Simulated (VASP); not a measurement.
Wanted: the native input for a VASP 6.6.1 run.

* Task: single point
* Functional: PBE
* Potentials or basis: VASP PAW PBE potentials, release 64 (Ru_pv, V_sv, N)
* Cutoff: 520 eV
* k mesh: 5 × 5 × 5
* Occupations: fermi-dirac, width 0.1 eV
* Spin: no spin polarisation
* Dipole correction: no
* Further INCAR settings: ALGO = Normal; EDIFF = 1e-06; NBANDS = 37

The structure of V3RuN lies in POSCAR:

```
V3RuN
1.0
    3.9132646533      0.0000000000      0.0000000000
    0.0000000000      3.9132646533      0.0000000000
    0.0000000000      0.0000000000      3.9132646533
Ru V N
1 3 1
Direct
    0.0000000000      0.0000000000      0.0000000000
    0.0000000000      0.5000000000      0.5000000000
    0.5000000000      0.0000000000      0.5000000000
    0.5000000000      0.5000000000      0.0000000000
    0.5000000000      0.5000000000      0.5000000000
```

The cell was built by a generator and needn't be a form met in nature.

These files were run (other wordings do the same):

INCAR

```
SYSTEM = V3RuN
PREC = Accurate ; ENCUT = 520
EDIFF = 1E-6 ; ISMEAR = -1
SIGMA = 0.1 ; LREAL = .FALSE.
LASPH = .TRUE. ; NELM = 100
ALGO = Normal ; ISIF = 2
LWAVE = .FALSE. ; LCHARG = .TRUE.
GGA = PE ; LELF = .TRUE.
LVHAR = .TRUE. ; NBANDS = 37
```

KPOINTS

```
regular mesh
0
G
  5 5 5
  0 0 0
```

Potentials or basis: VASP PAW PBE potentials, release 64 (Ru_pv, V_sv, N).

Run with:

```sh
$ cat potpaw_PBE.64/Ru_pv/POTCAR potpaw_PBE.64/V_sv/POTCAR potpaw_PBE.64/N/POTCAR > POTCAR
$ mpirun -np 1 vasp_std > vasp.out
```

Results of the run:

```
Pressure               : 0.5 GPa
Band gap on the k mesh : none (metal or under the smearing width)
```

Caveat: the run has no spin polarisation, though such a crystal can be magnetic.

Wall time 15 s on 1 thread of Intel(R) Xeon(R) 6975P-C (Granite Rapids), with other jobs on the host, peak memory 0.17 GiB.
